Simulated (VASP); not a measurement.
These are LDA (Ceperley-Alder, Perdew-Zunger), VASP's LDA PAW potentials (set 64) (plane waves; VASP) values and carry that method's errors.

VASP ran on this input.

KPOINTS:
```
Automatic mesh
0
Gamma
8 8 8
0 0 0
```

File POSCAR:
```
Bi2Se3
1.0
  9.3602629597  -2.0563922278  -0.0247458048
  9.3602629597   2.0563922278  -0.0247458048
  8.9178296726   0.0000000000   3.5094443835
Bi Se
2 3
Cart
 11.0843256544  -0.0000000000   1.3876094461
 16.5540299376  -0.0000000000   2.0723433278
  8.9178296726   0.0000000000   3.5094443835
  5.7856413717   0.0000000000   0.7242849831
 21.8527142203  -0.0000000000   2.7356677908
```

**INCAR**
```
SYSTEM=Bi2Se3
PREC=Accurate; ENCUT=520; LREAL=.False.
LASPH=.True.
EDIFF=1E-6; NELM=100; ALGO=Normal
LMAXMIX=4
ISMEAR=1; SIGMA=0.1
IBRION=2; NSW=60; ISIF=3
EDIFFG=-0.02
LWAVE=.False.; LCHARG=.False.
```

POTCAR, in this order: Bi_d Se (LDA.64 set). Program: vasp_std.

Output of the run:

OUTCAR:
```
 ion  position               nearest neighbor table
   1  0.401  0.401  0.401-   5 2.85   5 2.85   5 2.85   3 3.03   3 3.03   3 3.03
   2  0.599  0.599  0.599-   4 2.85   4 2.85   4 2.85   3 3.03   3 3.03   3 3.03
   3  0.000  0.000  0.000-   2 3.03   1 3.03   2 3.03   2 3.03   1 3.03   1 3.03
   4  0.209  0.209  0.209-   2 2.85   2 2.85   2 2.85
   5  0.791  0.791  0.791-   1 2.85   1 2.85   1 2.85
  LATTYP: Found a trigonal (rhomboedric) cell.
 ALAT       =     9.5835214835
 COS(alpha) =     0.9079144110
 Subroutine PRICEL returns:
 Original cell was already a primitive cell.
 Subroutine GETGRP returns: Found 12 space group operations
The static configuration has the point symmetry D_3d.
The dynamic configuration has the point symmetry D_3d.
 Subroutine INISYM returns: Found 12 space group operations
 Subroutine IBZKPT returns following result:
 Found     65 irreducible k-points:

 Following reciprocal coordinates:
            Coordinates               Weight
  0.000000  0.000000  0.000000      1.000000
  0.125000 -0.000000  0.000000      6.000000
  0.250000 -0.000000  0.000000      6.000000
  0.375000 -0.000000  0.000000      6.000000
  0.500000 -0.000000  0.000000      3.000000
...
```

### OSZICAR
```
       N       E                     dE             d eps       ncg     rms          rms(c)
DAV:   1     0.477145607658E+03    0.47715E+03   -0.23354E+04  3640   0.180E+03
DAV:   2     0.359562132547E+02   -0.44119E+03   -0.43067E+03  3808   0.455E+02
DAV:   3    -0.212725497177E+02   -0.57229E+02   -0.54287E+02  4740   0.167E+02
DAV:   4    -0.240523232996E+02   -0.27798E+01   -0.27436E+01  4108   0.361E+01
DAV:   5    -0.241766437857E+02   -0.12432E+00   -0.12399E+00  5188   0.791E+00    0.545E+00
DAV:   6    -0.234407072127E+02    0.73594E+00   -0.18993E+00  4408   0.813E+00    0.357E+00
DAV:   7    -0.234315185786E+02    0.91886E-02   -0.37958E-01  4100   0.284E+00    0.174E+00
DAV:   8    -0.234306031987E+02    0.91538E-03   -0.69348E-02  5156   0.135E+00    0.491E-01
DAV:   9    -0.234280876278E+02    0.25156E-02   -0.12118E-02  4656   0.620E-01    0.140E-01
DAV:  10    -0.234280726577E+02    0.14970E-04   -0.28139E-03  4144   0.273E-01    0.485E-02
DAV:  11    -0.234280982903E+02   -0.25633E-04   -0.54736E-04  4780   0.117E-01    0.336E-02
DAV:  12    -0.234280986499E+02   -0.35960E-06   -0.62493E-05  4640   0.532E-02    0.174E-02
DAV:  13    -0.234280977189E+02    0.93100E-06   -0.20369E-05  4600   0.376E-02    0.832E-03
DAV:  14    -0.234280969936E+02    0.72537E-06   -0.27113E-06  3756   0.113E-02
   1 F= -.23428097E+02 E0= -.23428072E+02  d E =-.234281E+02
       N       E                     dE             d eps       ncg     rms          rms(c)
DAV:   1    -0.234282803986E+02   -0.18268E-03   -0.17505E-01  4340   0.217E+00    0.987E-02
DAV:   2    -0.234286319365E+02   -0.35154E-03   -0.63170E-03  5572   0.672E-01    0.565E-02
DAV:   3    -0.234285709930E+02    0.60944E-04   -0.21063E-04  4784   0.119E-01    0.283E-02
DAV:   4    -0.234285485953E+02    0.22398E-04   -0.60265E-05  5488   0.754E-02    0.824E-03
DAV:   5    -0.234285477251E+02    0.87021E-06   -0.12821E-05  5236   0.298E-02    0.319E-03
DAV:   6    -0.234285476884E+02    0.36619E-07   -0.10306E-06  2344   0.819E-03
   2 F= -.23428548E+02 E0= -.23428522E+02  d E =-.450695E-03
       N       E                     dE             d eps       ncg     rms          rms(c)
DAV:   1    -0.234285626275E+02   -0.14902E-04   -0.38466E-02  4328   0.102E+00    0.461E-02
DAV:   2    -0.234286399091E+02   -0.77282E-04   -0.13864E-03  5572   0.317E-01    0.266E-02
DAV:   3    -0.234286264930E+02    0.13416E-04   -0.47660E-05  4880   0.589E-02    0.133E-02
DAV:   4    -0.234286215519E+02    0.49412E-05   -0.13303E-05  5564   0.359E-02    0.390E-03
DAV:   5    -0.234286213028E+02    0.24911E-06   -0.23821E-06  2796   0.141E-02
   3 F= -.23428621E+02 E0= -.23428595E+02  d E =-.524309E-03
```

**OUTCAR**
```
------------------------ aborting loop because EDIFF is reached ----------------------------------------
  FORCE on cell =-STRESS in cart. coord.  units (eV):
  Direction    XX          YY          ZZ          XY          YZ          ZX
  --------------------------------------------------------------------------------------
  Total        0.0978014      0.0298949      0.0309591      0.0000000      0.0000000      0.0085010
  in kB        1.1525100      0.3522867      0.3648275      0.0000000      0.0000000      0.1001773
  external PRESSURE =       0.6232080 kB  Pullay stress =       0.0000000 kB
  volume of cell :      135.96
      direct lattice vectors                 reciprocal lattice vectors
     9.370878510 -2.054819547 -0.022501805     0.053032755 -0.243330370 -0.134944414
     9.370878510  2.054819547 -0.022501805     0.053032755  0.243330370 -0.134944414
     8.928783586  0.000000000  3.508985517     0.000680158  0.000000000  0.283251957
 POSITION                                       TOTAL-FORCE (eV/Angst)
 -----------------------------------------------------------------------------------
     11.10214      0.00000      1.38984         0.008248      0.000000      0.001033
     16.56840      0.00000      2.07414        -0.008248      0.000000     -0.001033
      0.00000      0.00000      0.00000        -0.000000     -0.000000     -0.000000
      5.79351      0.00000      0.72527        -0.018720      0.000000     -0.002343
     21.87703      0.00000      2.73871         0.018720      0.000000      0.002343
 -----------------------------------------------------------------------------------
    total drift:                                0.000000     -0.000000      0.000000
  FREE ENERGIE OF THE ION-ELECTRON SYSTEM (eV)
  ---------------------------------------------------
  free  energy   TOTEN  =       -23.4286213028 eV

  energy  without entropy=      -23.4285419104  energy(sigma->0) =      -23.42859484

 reached required accuracy - stopping structural energy minimisation
```
(Selected blocks of OUTCAR.)

### CONTCAR
```
Bi2Se3
   1.00000000000000
     9.3708785101549612   -2.0548195472376647   -0.0225018051398435
     9.3708785101549612    2.0548195472376647   -0.0225018051398435
     8.9287835857827176    0.0000000000000000    3.5089855172691151
  Bi              Se
     2     3
Direct
     0.4012259320779435    0.4012259320779435    0.4012259320779527
     0.5987740679220565    0.5987740679220565    0.5987740679220472
     0.0000000000000000    0.0000000000000000    0.0000000000000000
     0.2093747429872583    0.2093747429872583    0.2093747429872604
     0.7906252570127417    0.7906252570127417    0.7906252570127394
```

The compound is Bi2Se3 in the tetradymite structure. This run relaxes it. Symmetry was kept, so distortions that lower it aren't found. The start is the result of an earlier pass.
